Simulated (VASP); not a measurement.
Computed with PBE GGA, VASP's PBE PAW potentials (set 64) (plane waves; VASP).

The input files of a VASP run:

INCAR:
```
# general
SYSTEM = C31NSi31
PREC   = Normal
ENCUT  = 400
LREAL  = Auto
LASPH  = T
ISYM   = 0
NELECT = 254.0

# electronic loop
EDIFF  = 1E-5
NELM   = 100
NELMIN = 4
ALGO   = Fast

# smearing
ISMEAR = 0
SIGMA  = 0.05

# functional
GGA    = PE

# ions
IBRION = 2
NSW    = 70
ISIF   = 2
EDIFFG = -0.03

# output
LWAVE  = T
LCHARG = F
```

### KPOINTS
```
Automatic mesh
0
Gamma
1 1 1
0 0 0
```

### POSCAR
```
C31NSi31
1
    8.7583314357     0.0000000000     0.0000000000
    0.0000000000     8.7583314357    -0.0000000000
   -0.0000000000    -0.0000000000     8.7583314357
Si C N
31 31 1
Direct
  0.4951410000   0.0032100000  -0.0007060000
  0.7500130000   0.2450920000  -0.0026560000
  0.7486350000  -0.0049780000   0.2475700000
  0.0000000000   0.0000000000   0.0000000000
  0.2546920000   0.2457930000   0.0002680000
  0.4966150000   0.4998940000  -0.0014630000
  0.7500000000   0.7500000000   0.0000000000
  0.2518050000  -0.0014870000   0.2495310000
  0.7491570000   0.5015410000   0.2502630000
  0.5024010000   0.0002790000   0.5022500000
  0.7478080000   0.2510620000   0.4969620000
  0.7500000000   0.0000000000   0.7500000000
  0.0000000000   0.5000000000   0.0000000000
  0.2500000000   0.7500000000   0.0000000000
  0.0000000000   0.2500000000   0.2500000000
  0.2543080000   0.4974380000   0.2497220000
  0.5000000000   0.7500000000   0.2500000000
  0.0000000000   0.0000000000   0.5000000000
  0.2449030000   0.2504750000   0.5012360000
  0.4969090000   0.5018250000   0.4957850000
  0.7500000000   0.7500000000   0.5000000000
  0.2500000000   0.0000000000   0.7500000000
  0.5000000000   0.2500000000   0.7500000000
  0.7500000000   0.5000000000   0.7500000000
  0.0000000000   0.7500000000   0.2500000000
  0.0000000000   0.5000000000   0.5000000000
  0.2500000000   0.7500000000   0.5000000000
  0.0000000000   0.2500000000   0.7500000000
  0.2500000000   0.5000000000   0.7500000000
  0.5000000000   0.7500000000   0.7500000000
  0.0000000000   0.7500000000   0.7500000000
  0.6275630000   0.1304820000   0.1254410000
  0.8750000000   0.3750000000   0.1250000000
  0.8750000000   0.1250000000   0.3750000000
  0.1250000000   0.1250000000   0.1250000000
  0.3778720000   0.3769380000   0.1246300000
  0.6250000000   0.6250000000   0.1250000000
  0.8750000000   0.8750000000   0.1250000000
  0.3775150000   0.1240020000   0.3796610000
  0.8750000000   0.6250000000   0.3750000000
  0.6250000000   0.1250000000   0.6250000000
  0.8750000000   0.3750000000   0.6250000000
  0.8750000000   0.1250000000   0.8750000000
  0.1250000000   0.6250000000   0.1250000000
  0.3750000000   0.8750000000   0.1250000000
  0.1250000000   0.3750000000   0.3750000000
  0.3750000000   0.6250000000   0.3750000000
  0.6250000000   0.8750000000   0.3750000000
  0.1250000000   0.1250000000   0.6250000000
  0.3750000000   0.3750000000   0.6250000000
  0.6250000000   0.6250000000   0.6250000000
  0.8750000000   0.8750000000   0.6250000000
  0.3750000000   0.1250000000   0.8750000000
  0.6250000000   0.3750000000   0.8750000000
  0.8750000000   0.6250000000   0.8750000000
  0.1250000000   0.8750000000   0.3750000000
  0.1250000000   0.6250000000   0.6250000000
  0.3750000000   0.8750000000   0.6250000000
  0.1250000000   0.3750000000   0.8750000000
  0.3750000000   0.6250000000   0.8750000000
  0.6250000000   0.8750000000   0.8750000000
  0.1250000000   0.8750000000   0.8750000000
  0.6213350000   0.3777650000   0.3741100000
```

POTCAR, in this order: Si C N (PBE.64 set). Program: vasp_gam.

What VASP printed:

### OSZICAR
```
...
RMM:   6    -0.458989303174E+03   -0.42578E-01   -0.85965E-02   334   0.400E-01    0.290E+00
RMM:   7    -0.458910503268E+03    0.78800E-01   -0.26309E-02   324   0.250E-01    0.343E-01
RMM:   8    -0.458911482828E+03   -0.97956E-03   -0.25143E-03   327   0.108E-01    0.282E-01
RMM:   9    -0.458911209346E+03    0.27348E-03   -0.10849E-03   335   0.532E-02    0.956E-02
RMM:  10    -0.458911228483E+03   -0.19137E-04   -0.14549E-04   316   0.254E-02    0.916E-02
RMM:  11    -0.458911195369E+03    0.33115E-04   -0.64658E-05   263   0.144E-02    0.258E-02
RMM:  12    -0.458911194891E+03    0.47750E-06   -0.15297E-05   201   0.742E-03
   4 F= -.45891119E+03 E0= -.45888301E+03  d E =-.297627E+00
       N       E                     dE             d eps       ncg     rms          rms(c)
DAV:   1    -0.458912089085E+03   -0.89372E-03   -0.26737E-01   376   0.125E+00    0.152E-01
RMM:   2    -0.458915335749E+03   -0.32467E-02   -0.46732E-03   320   0.150E-01    0.763E-01
RMM:   3    -0.458912076093E+03    0.32597E-02   -0.92779E-04   321   0.645E-02    0.689E-02
RMM:   4    -0.458912301460E+03   -0.22537E-03   -0.36917E-04   320   0.368E-02    0.191E-01
RMM:   5    -0.458912094167E+03    0.20729E-03   -0.11868E-04   304   0.205E-02    0.373E-02
RMM:   6    -0.458912092274E+03    0.18929E-05   -0.47140E-05   256   0.135E-02
   5 F= -.45891209E+03 E0= -.45888391E+03  d E =-.298525E+00
       N       E                     dE             d eps       ncg     rms          rms(c)
DAV:   1    -0.459002746231E+03   -0.90652E-01   -0.27418E+01   328   0.124E+01    0.123E+00
RMM:   2    -0.459108204875E+03   -0.10546E+00   -0.45757E-01   320   0.157E+00    0.301E+00
RMM:   3    -0.459029448545E+03    0.78756E-01   -0.83654E-02   333   0.635E-01    0.757E-01
RMM:   4    -0.459042884403E+03   -0.13436E-01   -0.24937E-02   328   0.307E-01    0.172E+00
RMM:   5    -0.459022151919E+03    0.20732E-01   -0.10058E-02   323   0.193E-01    0.321E-01
RMM:   6    -0.459021881878E+03    0.27004E-03   -0.89397E-03   322   0.182E-01    0.102E-01
RMM:   7    -0.459021900705E+03   -0.18827E-04   -0.93876E-04   326   0.750E-02    0.624E-02
RMM:   8    -0.459021921975E+03   -0.21270E-04   -0.33226E-04   326   0.369E-02    0.549E-02
RMM:   9    -0.459021911953E+03    0.10022E-04   -0.68134E-05   272   0.170E-02    0.332E-02
RMM:  10    -0.459021908443E+03    0.35103E-05   -0.20282E-05   199   0.934E-03
   6 F= -.45902191E+03 E0= -.45899370E+03  d E =-.109816E+00
       N       E                     dE             d eps       ncg     rms          rms(c)
DAV:   1    -0.459021915044E+03   -0.30909E-05   -0.17509E-03   368   0.987E-02    0.142E-02
RMM:   2    -0.459021955876E+03   -0.40832E-04   -0.37780E-05   221   0.129E-02    0.868E-02
RMM:   3    -0.459021914267E+03    0.41609E-04   -0.89941E-06   193   0.602E-03    0.581E-03
RMM:   4    -0.459021915024E+03   -0.75722E-06   -0.22504E-06   186   0.330E-03
   7 F= -.45902192E+03 E0= -.45899371E+03  d E =-.109823E+00
       N       E                     dE             d eps       ncg     rms          rms(c)
DAV:   1    -0.459051675413E+03   -0.29761E-01   -0.79140E+00   328   0.712E+00    0.816E-01
RMM:   2    -0.459116257462E+03   -0.64582E-01   -0.14540E-01   320   0.886E-01    0.272E+00
RMM:   3    -0.459055061470E+03    0.61196E-01   -0.26891E-02   321   0.366E-01    0.443E-01
RMM:   4    -0.459063529893E+03   -0.84684E-02   -0.10718E-02   326   0.196E-01    0.125E+00
RMM:   5    -0.459053149442E+03    0.10380E-01   -0.46564E-03   322   0.128E-01    0.145E-01
RMM:   6    -0.459053318396E+03   -0.16895E-03   -0.21414E-03   320   0.898E-02    0.864E-02
RMM:   7    -0.459053326933E+03   -0.85365E-05   -0.30058E-04   328   0.392E-02    0.590E-02
RMM:   8    -0.459053327593E+03   -0.66007E-06   -0.98506E-05   320   0.196E-02
   8 F= -.45905333E+03 E0= -.45902512E+03  d E =-.314126E-01
       N       E                     dE             d eps       ncg     rms          rms(c)
DAV:   1    -0.459053333099E+03   -0.61661E-05   -0.28437E-03   376   0.131E-01    0.213E-02
RMM:   2    -0.459053429014E+03   -0.95915E-04   -0.72336E-05   291   0.179E-02    0.132E-01
RMM:   3    -0.459053331925E+03    0.97089E-04   -0.23162E-05   202   0.932E-03    0.821E-03
RMM:   4    -0.459053334686E+03   -0.27609E-05   -0.57192E-06   190   0.505E-03
   9 F= -.45905333E+03 E0= -.45902513E+03  d E =-.314197E-01
       N       E                     dE             d eps       ncg     rms          rms(c)
DAV:   1    -0.459061140321E+03   -0.78084E-02   -0.17416E+00   344   0.343E+00    0.404E-01
RMM:   2    -0.459075921339E+03   -0.14781E-01   -0.39616E-02   320   0.473E-01    0.151E+00
RMM:   3    -0.459062729505E+03    0.13192E-01   -0.82100E-03   332   0.196E-01    0.237E-01
RMM:   4    -0.459063529055E+03   -0.79955E-03   -0.20752E-03   323   0.959E-02    0.468E-01
RMM:   5    -0.459062310026E+03    0.12190E-02   -0.71855E-04   324   0.532E-02    0.136E-01
RMM:   6    -0.459062219495E+03    0.90532E-04   -0.90928E-04   323   0.571E-02    0.349E-02
RMM:   7    -0.459062216749E+03    0.27458E-05   -0.10241E-04   313   0.243E-02    0.184E-02
RMM:   8    -0.459062217912E+03   -0.11630E-05   -0.33809E-05   221   0.114E-02
  10 F= -.45906222E+03 E0= -.45903401E+03  d E =-.888323E-02
       N       E                     dE             d eps       ncg     rms          rms(c)
DAV:   1    -0.459062251792E+03   -0.35044E-04   -0.71920E-03   392   0.221E-01    0.259E-02
RMM:   2    -0.459062307022E+03   -0.55230E-04   -0.17695E-04   320   0.319E-02    0.953E-02
RMM:   3    -0.459062258621E+03    0.48401E-04   -0.34197E-05   218   0.130E-02    0.160E-02
RMM:   4    -0.459062256122E+03    0.24982E-05   -0.74208E-06   188   0.601E-03
  11 F= -.45906226E+03 E0= -.45903405E+03  d E =-.892144E-02
       N       E                     dE             d eps       ncg     rms          rms(c)
DAV:   1    -0.459064549256E+03   -0.22906E-02   -0.57672E-01   344   0.200E+00    0.241E-01
RMM:   2    -0.459071384305E+03   -0.68350E-02   -0.10938E-02   320   0.238E-01    0.108E+00
RMM:   3    -0.459064326367E+03    0.70579E-02   -0.21448E-03   321   0.101E-01    0.104E-01
RMM:   4    -0.459064333507E+03   -0.71398E-05   -0.87946E-04   323   0.586E-02    0.106E-01
RMM:   5    -0.459064424206E+03   -0.90699E-04   -0.26375E-04   324   0.300E-02    0.162E-01
RMM:   6    -0.459064280513E+03    0.14369E-03   -0.11227E-04   302   0.202E-02    0.188E-02
RMM:   7    -0.459064284039E+03   -0.35264E-05   -0.26132E-05   212   0.107E-02
  12 F= -.45906428E+03 E0= -.45903608E+03  d E =-.202792E-02
       N       E                     dE             d eps       ncg     rms          rms(c)
DAV:   1    -0.459064352368E+03   -0.71855E-04   -0.11816E-02   376   0.286E-01    0.333E-02
RMM:   2    -0.459064464735E+03   -0.11237E-03   -0.21007E-04   320   0.337E-02    0.145E-01
RMM:   3    -0.459064347497E+03    0.11724E-03   -0.40312E-05   245   0.139E-02    0.164E-02
RMM:   4    -0.459064345314E+03    0.21830E-05   -0.16481E-05   194   0.811E-03
  13 F= -.45906435E+03 E0= -.45903614E+03  d E =-.208919E-02
       N       E                     dE             d eps       ncg     rms          rms(c)
DAV:   1    -0.459064930335E+03   -0.58284E-03   -0.10817E-01   336   0.870E-01    0.938E-02
RMM:   2    -0.459065374876E+03   -0.44454E-03   -0.19480E-03   320   0.108E-01    0.269E-01
RMM:   3    -0.459065012587E+03    0.36229E-03   -0.39082E-04   334   0.430E-02    0.636E-02
RMM:   4    -0.459064967967E+03    0.44620E-04   -0.11081E-04   317   0.225E-02    0.221E-02
RMM:   5    -0.459065009513E+03   -0.41546E-04   -0.76644E-05   293   0.158E-02    0.909E-02
RMM:   6    -0.459064964397E+03    0.45116E-04   -0.21634E-05   210   0.892E-03    0.796E-03
RMM:   7    -0.459064965057E+03   -0.66033E-06   -0.54661E-06   189   0.486E-03
  14 F= -.45906497E+03 E0= -.45903676E+03  d E =-.619743E-03
```

**OUTCAR**
```
------------------------ aborting loop because EDIFF is reached ----------------------------------------
  FORCE on cell =-STRESS in cart. coord.  units (eV):
  Direction    XX          YY          ZZ          XY          YZ          ZX
  --------------------------------------------------------------------------------------
  Total        7.0508496      7.0773254      7.1108189      3.2711654      3.2031156      3.1935814
  in kB       16.8146529     16.8777915     16.9576657      7.8009764      7.6386931      7.6159563
  external PRESSURE =      16.8833700 kB  Pullay stress =       0.0000000 kB
  volume of cell :      671.84
      direct lattice vectors                 reciprocal lattice vectors
     8.758331436  0.000000000  0.000000000     0.114176999  0.000000000  0.000000000
     0.000000000  8.758331436  0.000000000     0.000000000  0.114176999  0.000000000
     0.000000000  0.000000000  8.758331436     0.000000000  0.000000000  0.114176999
  FREE ENERGIE OF THE ION-ELECTRON SYSTEM (eV)
  ---------------------------------------------------
  free  energy   TOTEN  =      -459.0649650573 eV

  energy  without entropy=     -459.0085466355  energy(sigma->0) =     -459.03675585

 reached required accuracy - stopping structural energy minimisation
```
(Selected blocks of OUTCAR.)

CONTCAR:
```
C31NSi31
   1.00000000000000
     8.7583314357000006    0.0000000000000000    0.0000000000000000
     0.0000000000000000    8.7583314357000006    0.0000000000000000
     0.0000000000000000    0.0000000000000000    8.7583314357000006
  Si              C               N
    31    31     1
Direct
     0.4997585997833926    0.0007162711121271    0.0005158753633289
     0.7474011636527795    0.2496512859736089    0.0017656171585208
     0.7473375747002633    0.0019030315847928    0.2494291177332705
     0.9993091238217441    0.9999711673150902    0.9999028036299272
     0.2507145822868546    0.2498799857645766    0.0005378244002727
     0.4996759162457051    0.4974112263646241    0.0017772868004366
     0.7496087560798794    0.7495755350556985    0.0007915850539920
     0.2506481628057919    0.0007008398943080    0.2499173810445681
     0.7484435362773713    0.4985719100104875    0.2550832487053391
     0.4996157481815033    0.0017836845102873    0.4974956005851476
     0.7484153132067153    0.2552127872225819    0.4983261717657903
     0.7495790093540470    0.0009889399494478    0.7494705251982882
     0.9994853074530859    0.4996016314873423    0.0008156686754059
     0.2499205183409535    0.7492412739445368    0.9999141287753111
     0.0000470978689399    0.2499833558987334    0.2498138187835963
     0.2519764554349627    0.4973657042512596    0.2494414385255263
     0.4999464391321026    0.7501059066148899    0.2498161128014849
     0.9993049482995812    0.0009681305601870    0.4994315801419255
     0.2518218872697541    0.2495444838679434    0.4974721008404999
     0.5050587014292782    0.4985760921393282    0.4984044364049057
     0.7500884259749544    0.7503135685023579    0.5000006147378218
     0.2498524325872676    0.9998967740248503    0.7491102431334166
     0.4999432122606874    0.2500261083645575    0.7499114350374186
     0.7500781402225902    0.5001069311447258    0.7501242780375479
     0.9995042575084725    0.7494796114313929    0.2501691925090139
     0.0003434729039777    0.5000167247384097    0.4999419292435123
     0.2508236604840666    0.7495185391696257    0.4995002471698101
     0.9994219542803646    0.2503093987542054    0.7494347190083653
     0.2508585203266989    0.4996390225439900    0.7494860621027150
     0.5002512408911921    0.7494880914244728    0.7494617148085350
     0.9999980494914731    0.7500594269788841    0.7498955157491883
     0.6361621923466085    0.1119291235781829    0.1117077489541268
     0.8724724733343426    0.3750774568070846    0.1274691617733164
     0.8724089758596505    0.1276062297399374    0.3748188935862750
     0.1243715978128846    0.1244259511552443    0.1243432675161064
     0.3621126563142569    0.3861740434227984    0.1117480293893141
     0.6250311192013170    0.6226204869316091    0.1274059750825648
     0.8754300986628260    0.8739745837898917    0.1251207428991589
     0.3618204245322979    0.1117308636890849    0.3865489595558403
     0.8755196506957643    0.6255115952033323    0.3752739028075930
     0.6250199838882884    0.1275731130173878    0.6224631110636586
     0.8755058943931985    0.3753905639662854    0.6253302194689476
     0.8754070899332155    0.1252732177477056    0.8739517837528671
     0.1239741448556495    0.6253207168792929    0.1251810029148629
     0.3743336341486058    0.8743896955797291    0.1243530719563772
     0.1250770384931861    0.3751951105435104    0.3751321281009500
     0.3774880360393575    0.6225950583733897    0.3748458587038511
     0.6253042886207937    0.8750025564389885    0.3751512125392586
     0.1237583816935069    0.1252198273034744    0.6253346540050192
     0.3774594919860644    0.3750666053943006    0.6224924338521296
     0.6253489659713318    0.6255785727477183    0.6254096355094146
     0.8748229043375008    0.8754962146751890    0.6248422160016539
     0.3743234769957460    0.1244119378964843    0.8740934652018435
     0.6253280315299616    0.3753145786680230    0.8748207230227313
     0.8749043359026900    0.6249514190578932    0.8752917053543893
     0.1233445762438709    0.8734785605173347    0.3746048924819678
     0.1253941398481678    0.6249001971506368    0.6247960819468725
     0.3752016948258327    0.8738480796680457    0.6253781636200495
     0.1234207621069185    0.3746756169154467    0.8734097665842439
     0.3752513705351148    0.6254072470649963    0.8739524947251619
     0.6246299243081493    0.8735160536588886    0.8733824739861958
     0.1247365503202361    0.8747468601805142    0.8746915704110558
     0.6420758857062103    0.3923214216382742    0.3921003793073128
```

At this cut-off the stress carries a Pulay error, which pulls relaxed volumes low. The cell is charged, with a uniform compensating background. The supercell is sampled at Γ alone, which is coarse: total energies, pressure and levels can be off, energies of defects by several tenths of an eV.

The cell is a supercell with a defect, built from SiC (zinc blende): N_C-vac_Si, charge -1. The run is not spin-polarised, so no state with unpaired spins was tried.
